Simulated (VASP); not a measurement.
Output of a VASP run:

OSZICAR:
```
...
       N       E                     dE             d eps       ncg     rms          rms(c)
DAV:   1    -0.317642573104E+03   -0.18123E-03   -0.16381E+00  1600   0.238E+00    0.263E-01
RMM:   2    -0.317646240412E+03   -0.36673E-02   -0.39592E-02  1543   0.362E-01    0.145E-01
RMM:   3    -0.317646388506E+03   -0.14809E-03   -0.40419E-03  1544   0.131E-01    0.741E-02
RMM:   4    -0.317646366968E+03    0.21537E-04   -0.46663E-04  1565   0.466E-02    0.464E-02
RMM:   5    -0.317646354964E+03    0.12005E-04   -0.10251E-04  1421   0.227E-02    0.145E-02
RMM:   6    -0.317646357890E+03   -0.29268E-05   -0.26867E-05  1011   0.101E-02
   7 F= -.31764636E+03 E0= -.31764467E+03  d E =-.396592E-02  mag=     1.0000
       N       E                     dE             d eps       ncg     rms          rms(c)
DAV:   1    -0.317646125128E+03    0.22984E-03   -0.20326E-01  1608   0.838E-01    0.938E-02
RMM:   2    -0.317646591565E+03   -0.46644E-03   -0.50165E-03  1543   0.129E-01    0.518E-02
RMM:   3    -0.317646611232E+03   -0.19667E-04   -0.51383E-04  1523   0.467E-02    0.268E-02
RMM:   4    -0.317646609081E+03    0.21510E-05   -0.59914E-05  1210   0.168E-02
   8 F= -.31764661E+03 E0= -.31764488E+03  d E =-.421711E-02  mag=     1.0000
       N       E                     dE             d eps       ncg     rms          rms(c)
DAV:   1    -0.317646204622E+03    0.40661E-03   -0.96620E-01  1640   0.183E+00    0.169E-01
RMM:   2    -0.317647924528E+03   -0.17199E-02   -0.18651E-02  1541   0.260E-01    0.104E-01
RMM:   3    -0.317647995725E+03   -0.71197E-04   -0.20242E-03  1544   0.934E-02    0.556E-02
RMM:   4    -0.317647977165E+03    0.18561E-04   -0.22941E-04  1531   0.337E-02    0.343E-02
RMM:   5    -0.317647968720E+03    0.84449E-05   -0.64582E-05  1315   0.183E-02
   9 F= -.31764797E+03 E0= -.31764623E+03  d E =-.135964E-02  mag=     1.0000
       N       E                     dE             d eps       ncg     rms          rms(c)
DAV:   1    -0.317647670306E+03    0.30686E-03   -0.15618E-01  1680   0.736E-01    0.699E-02
RMM:   2    -0.317647949609E+03   -0.27930E-03   -0.30281E-03  1541   0.104E-01    0.450E-02
RMM:   3    -0.317647962878E+03   -0.13269E-04   -0.33168E-04  1497   0.378E-02    0.225E-02
RMM:   4    -0.317647960710E+03    0.21677E-05   -0.38112E-05  1080   0.136E-02
  10 F= -.31764796E+03 E0= -.31764622E+03  d E =-.135163E-02  mag=     1.0000
       N       E                     dE             d eps       ncg     rms          rms(c)
DAV:   1    -0.317647942767E+03    0.20110E-04   -0.29071E-02  1624   0.320E-01    0.282E-02
RMM:   2    -0.317648000626E+03   -0.57859E-04   -0.62245E-04  1538   0.499E-02    0.151E-02
RMM:   3    -0.317648003761E+03   -0.31347E-05   -0.70806E-05  1241   0.178E-02    0.938E-03
RMM:   4    -0.317648003395E+03    0.36544E-06   -0.90318E-06   877   0.786E-03
  11 F= -.31764800E+03 E0= -.31764626E+03  d E =-.139431E-02  mag=     1.0000
       N       E                     dE             d eps       ncg     rms          rms(c)
DAV:   1    -0.317647700214E+03    0.30355E-03   -0.64013E-01  1592   0.151E+00    0.123E-01
RMM:   2    -0.317648749706E+03   -0.10495E-02   -0.11550E-02  1542   0.210E-01    0.735E-02
RMM:   3    -0.317648804079E+03   -0.54374E-04   -0.13396E-03  1541   0.771E-02    0.410E-02
RMM:   4    -0.317648797054E+03    0.70250E-05   -0.13986E-04  1475   0.270E-02    0.274E-02
RMM:   5    -0.317648791539E+03    0.55157E-05   -0.41136E-05  1124   0.145E-02
  12 F= -.31764879E+03 E0= -.31764716E+03  d E =-.788143E-03  mag=     1.0000
```

### OUTCAR
```
------------------------ aborting loop because EDIFF is reached ----------------------------------------
  FORCE on cell =-STRESS in cart. coord.  units (eV):
  Direction    XX          YY          ZZ          XY          YZ          ZX
  --------------------------------------------------------------------------------------
  Total        1.3259086      1.8025624      0.3739293      0.0297032     -0.0044337      0.0032920
  in kB        2.3814926      3.2376205      0.6716223      0.0533505     -0.0079634      0.0059128
  external PRESSURE =       2.0969118 kB  Pullay stress =       0.0000000 kB
  volume of cell :      892.02
      direct lattice vectors                 reciprocal lattice vectors
     4.932320690 -8.543031394  0.000000000     0.101372160 -0.058527234  0.000000000
     4.932320690  8.543031394  0.000000000     0.101372160  0.058527234  0.000000000
     0.000000000  0.000000000 10.584775396     0.000000000  0.000000000  0.094475316
  FREE ENERGIE OF THE ION-ELECTRON SYSTEM (eV)
  ---------------------------------------------------
  free  energy   TOTEN  =      -317.6487915387 eV

  energy  without entropy=     -317.6455269399  energy(sigma->0) =     -317.64715924

 total charge

# of ion       s       p       d       tot
------------------------------------------
    1        0.458   0.458   9.892  10.809
    2        0.464   0.453   9.889  10.806
    3        0.458   0.456   9.891  10.805
    4        0.465   0.450   9.887  10.801
    5        0.458   0.455   9.890  10.803
    6        0.464   0.453   9.889  10.805
    7        0.458   0.451   9.888  10.797
    8        0.465   0.450   9.887  10.802
    9        0.458   0.459   9.892  10.809
   10        0.465   0.454   9.889  10.808
   11        0.458   0.456   9.891  10.805
   12        0.464   0.460   9.891  10.814
   13        0.458   0.459   9.892  10.810
   14        0.464   0.453   9.889  10.805
   15        0.458   0.455   9.890  10.803
   16        0.465   0.450   9.887  10.802
   17        0.458   0.456   9.890  10.803
   18        0.464   0.459   9.891  10.814
   19        0.458   0.451   9.888  10.797
   20        0.458   0.455   9.890  10.803
   21        0.464   0.453   9.889  10.805
   22        0.458   0.451   9.888  10.796
   23        0.465   0.450   9.887  10.803
   24        0.458   0.459   9.892  10.809
   25        0.465   0.454   9.889  10.809
   26        0.458   0.455   9.890  10.803
   27        0.461   0.458   9.891  10.810
   28        0.458   0.459   9.892  10.809
   29        0.464   0.453   9.889  10.806
   30        0.458   0.455   9.890  10.803
   31        0.465   0.450   9.887  10.802
   32        0.458   0.459   9.892  10.809
   33        0.464   0.453   9.889  10.805
   34        0.458   0.456   9.891  10.805
   35        0.465   0.450   9.887  10.802
   36        1.585   3.454   0.000   5.039
   37        1.581   3.459   0.000   5.040
   38        1.586   3.452   0.000   5.038
   39        1.581   3.459   0.000   5.040
   40        1.597   3.440   0.000   5.038
   41        1.581   3.460   0.000   5.040
   42        1.586   3.451   0.000   5.037
   43        1.581   3.459   0.000   5.040
   44        1.585   3.455   0.000   5.039
   45        1.581   3.460   0.000   5.041
   46        1.586   3.452   0.000   5.038
   47        1.580   3.460   0.000   5.040
   48        1.585   3.452   0.000   5.037
...
```
(Selected blocks of OUTCAR.)

File POSCAR:
```
GaZn35O36
1
    4.9323206900    -8.5430313936     0.0000000000
    4.9323206900     8.5430313936     0.0000000000
    0.0000000000     0.0000000000    10.5847753959
Zn O Ga
35 36 1
Direct
  0.2222220000   0.1111110000   0.2500000000
  0.1111110000   0.2222220000   0.0000000000
  0.2222220000   0.1111110000   0.7500000000
  0.1111110000   0.2222220000   0.5000000000
  0.2222220000   0.4444440000   0.2500000000
  0.1111110000   0.5555560000   0.0000000000
  0.2222220000   0.4444440000   0.7500000000
  0.1111110000   0.5555560000   0.5000000000
  0.2222220000   0.7777780000   0.2500000000
  0.1111110000   0.8888890000   0.0000000000
  0.2222220000   0.7777780000   0.7500000000
  0.1111110000   0.8888890000   0.5000000000
  0.5555560000   0.1111110000   0.2500000000
  0.4444440000   0.2222220000   0.0000000000
  0.5555560000   0.1111110000   0.7500000000
  0.4444440000   0.2222220000   0.5000000000
  0.5555560000   0.4444440000   0.2500000000
  0.4444440000   0.5555560000   0.0000000000
  0.5555560000   0.4444440000   0.7500000000
  0.5555560000   0.7777780000   0.2500000000
  0.4444440000   0.8888890000   0.0000000000
  0.5555560000   0.7777780000   0.7500000000
  0.4444440000   0.8888890000   0.5000000000
  0.8888890000   0.1111110000   0.2500000000
  0.7777780000   0.2222220000   0.0000000000
  0.8888890000   0.1111110000   0.7500000000
  0.7777780000   0.2222220000   0.5000000000
  0.8888890000   0.4444440000   0.2500000000
  0.7777780000   0.5555560000   0.0000000000
  0.8888890000   0.4444440000   0.7500000000
  0.7777780000   0.5555560000   0.5000000000
  0.8888890000   0.7777780000   0.2500000000
  0.7777780000   0.8888890000   0.0000000000
  0.8888890000   0.7777780000   0.7500000000
  0.7777780000   0.8888890000   0.5000000000
  0.2222220000   0.1111110000   0.4410000000
  0.1111110000   0.2222220000   0.1910000000
  0.2222220000   0.1111110000   0.9410000000
  0.1111110000   0.2222220000   0.6910000000
  0.2230370000   0.4445880000   0.4365480000
  0.1111110000   0.5555560000   0.1910000000
  0.2222220000   0.4444440000   0.9410000000
  0.1111110000   0.5555560000   0.6910000000
  0.2222220000   0.7777780000   0.4410000000
  0.1111110000   0.8888890000   0.1910000000
  0.2222220000   0.7777780000   0.9410000000
  0.1111110000   0.8888890000   0.6910000000
  0.5555560000   0.1111110000   0.4410000000
  0.4444440000   0.2222220000   0.1910000000
  0.5555560000   0.1111110000   0.9410000000
  0.4444440000   0.2222220000   0.6910000000
  0.5520270000   0.4441260000   0.4382520000
  0.4444440000   0.5555560000   0.1910000000
  0.5555560000   0.4444440000   0.9410000000
  0.4470010000   0.5578400000   0.6929260000
  0.5553270000   0.7725700000   0.4416310000
  0.4444440000   0.8888890000   0.1910000000
  0.5555560000   0.7777780000   0.9410000000
  0.4444440000   0.8888890000   0.6910000000
  0.8888890000   0.1111110000   0.4410000000
  0.7777780000   0.2222220000   0.1910000000
  0.8888890000   0.1111110000   0.9410000000
  0.7777780000   0.2222220000   0.6910000000
  0.8888890000   0.4444440000   0.4410000000
  0.7777780000   0.5555560000   0.1910000000
  0.8888890000   0.4444440000   0.9410000000
  0.7777780000   0.5555560000   0.6910000000
  0.8888890000   0.7777780000   0.4410000000
  0.7777780000   0.8888890000   0.1910000000
  0.8888890000   0.7777780000   0.9410000000
  0.7777780000   0.8888890000   0.6910000000
  0.4398020000   0.5552580000   0.4992950000
```

Question: Write an INCAR and KPOINTS that could have produced this output.

Answer: Several could match; the one computed here: the input of the run itself, PBE GGA, plane waves, VASP's PBE PAW potentials (set 64).

**KPOINTS**
```
Automatic mesh
0
Gamma
1 1 1
0 0 0
```

### INCAR
```
NELMIN = 4
LREAL = Auto
ISIF = 2
LWAVE = .False.
IBRION = 2   ! conjugate gradients
PREC = Normal
EDIFF = 1E-5   ! SCF stop (eV)
LMAXMIX = 4
MAGMOM = 72*0.0139
SIGMA = 0.05   ! width (eV)
ISPIN = 2
ISYM = 0
EDIFFG = -0.03
NSW = 60   ! most ionic steps
ALGO = Fast   ! Davidson, then RMM-DIIS
NUPDOWN = 1
LORBIT = 10
NELM = 100
LCHARG = .False.
GGA = PE
NELECT = 641.0
ISMEAR = 0   ! Gaussian
LASPH = .True.   ! aspherical one-centre terms
ENCUT = 400   ! plane-wave cut-off (eV)
SYSTEM = GaZn35O36
```

POTCAR, in this order: Zn O Ga (PBE.64 set). Program: vasp_gam.

At this cut-off the stress carries a Pulay error, which pulls relaxed volumes low. The cell is charged, with a uniform compensating background. The supercell is sampled at Γ alone, which is coarse: total energies, pressure and levels can be off, energies of defects by several tenths of an eV.

The cell is a supercell with a defect, built from ZnO (wurtzite): Ga_Zn, charge -2.
